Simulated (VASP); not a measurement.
Energy against volume of Cu (fcc). Method: optB88-vdW, VASP's PBE PAW potentials (set 64) (plane waves; VASP). Run with 520 eV cut-off, 17×17×17 Γ-centred mesh, first-order Methfessel-Paxton smearing of 0.10 eV, potentials Cu.

```json
[
 {"V (Å³/atom)": "11.581", "E (eV/atom)": "-0.73003"},
 {"V (Å³/atom)": "11.939", "E (eV/atom)": "-0.73451"},
 {"V (Å³/atom)": "12.297", "E (eV/atom)": "-0.72970"},
 {"V (Å³/atom)": "12.655", "E (eV/atom)": "-0.71727"}
]
```

**Question.** Fit these four points and predict the energy of the run at 11.223 Å³/atom.

**Answer.** A cubic in V^(−2/3), the third-order Birch-Murnaghan form, passes through the four points with V0 = 11.92 Å³/atom and B0 = 139 GPa, and gives -0.7142 eV/atom there. The run gave -0.7143 eV/atom, -0.0 meV/atom from the fit; all five points give B0 = 139 GPa.

The compound is Cu in the fcc structure. It was relaxed first.
